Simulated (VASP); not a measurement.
DyO:

```
Dy O
1.0
     0.00000    2.52611    2.52611
     2.52611    0.00000    2.52611
     2.52611    2.52611    0.00000
Dy O
1 1
Direct
  0.00000 0.00000 0.00000
  0.25000 0.25000 0.25000
```

The cell comes from a database or a generator and needn't be the stable form of this composition.

Base run:

| Quantity | Value |
| --- | --- |
| Program | VASP 6.6.1 |
| Functional | LDA |
| Potentials or basis | VASP PAW PBE potentials, release 64 (Dy, O) |
| Cutoff | 520 eV |
| k mesh | 6 × 6 × 6 |
| Occupations | gaussian, width 0.05 eV |
| Spin | collinear spin, ferromagnetic start |
| Starting moments | [5.0, 0.0] μB |
| Fixed moment | 2 μB |
| Hubbard terms | Dy f U = 8 eV |

Its results: pressure 14.5 GPa; net moment 2.00 μB per cell; site moments Dy +2.08; O -0.01 μB.

Q: The run is repeated on the same cell with these changes: fixed moment from 2 μB to none; further incar settings from ALGO = Normal; EDIFF = 1e-06; NBANDS = 24 to ALGO = Normal; EDIFF = 1e-07. What comes out?

A: Pressure 8.2 GPa; net moment 4.89 μB per cell; site moments Dy +4.80; O -0.03 μB.

Caveats: the magnetic or orbital state may not be the lowest; the PAW data sets were made with another functional, which shifts forces and pressure a little; the moment is held away from its start (some runs); the total moment is fixed, so each spin has its own Fermi level (some runs).
